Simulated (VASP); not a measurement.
```
AlIn3N4
1.0
    3.45176    -5.93395     0.01352
    1.70654     2.95581     0.00000
    0.01090    -0.00630     5.54772
In N Al
3 4 1
Direct
  0.34278   0.34278   0.50217
  0.16486   0.66486   0.00032
  0.82481   0.32481   0.50309
  0.36292   0.36292   0.89049
  0.16353   0.66353   0.38707
  0.80585   0.30585   0.89804
  0.66972   0.66972   0.34382
  0.66554   0.66554   0.00298
```

The numbers are results of PBEsol GGA, VASP's PBE PAW potentials (set 64) (plane waves; VASP 6.6.1), not measurements. Numerical set-up: 520 eV cut-off, Gaussian smearing of 0.050 eV, potentials In_d N Al.

Unless said otherwise, spin-orbit coupling is left out, though it shifts the bands of the heavy elements here.

Problem. Predict the band gap (along the path) with the smallest direct gap where there is one.

Solution. 
```yaml
band gap (along the path): 0.36 eV
smallest direct gap (along the path): 0.36 eV
```

The structure was generated: AlIn3N4 was put into an ordered model structure (Pm), which need not be its known phase. It was relaxed first.
